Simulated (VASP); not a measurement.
Consider the following.

```
Y
1.0
    1.81594    -3.14530     0.00000
    1.81594     3.14530     0.00000
    0.00000     0.00000     5.58230
Y
2
Direct
  0.33333   0.66667   0.25000
  0.66667   0.33333   0.75000
```

These are optB88-vdW, VASP's PBE PAW potentials (set 64) (plane waves; VASP 6.6.1) values and carry that method's errors. Run with 520 eV cut-off, Gaussian smearing of 0.050 eV, potentials Y_sv.

Q: Give the energies of bands 9 to 14 at the high-symmetry points, in eV from the Fermi level.

A: 
```json
[
 {"band": "9", "Γ": "-4.67", "M": "-1.68", "K": "-0.78", "A": "-3.16", "L": "-1.67", "H": "-0.39"},
 {"band": "10", "Γ": "-1.86", "M": "-1.24", "K": "-0.69", "A": "-3.16", "L": "-1.67", "H": "-0.39"},
 {"band": "11", "Γ": "1.20", "M": "-0.83", "K": "-0.69", "A": "1.03", "L": "0.09", "H": "-0.38"},
 {"band": "12", "Γ": "1.70", "M": "-0.07", "K": "-0.44", "A": "1.03", "L": "0.09", "H": "-0.38"},
 {"band": "13", "Γ": "1.70", "M": "1.36", "K": "1.13", "A": "1.59", "L": "1.51", "H": "0.46"},
 {"band": "14", "Γ": "2.19", "M": "1.54", "K": "1.13", "A": "1.59", "L": "1.51", "H": "0.46"}
]
```

It has no gap at this level: it comes out as a metal or semimetal.

The compound is Y in the hcp structure. It was relaxed first.
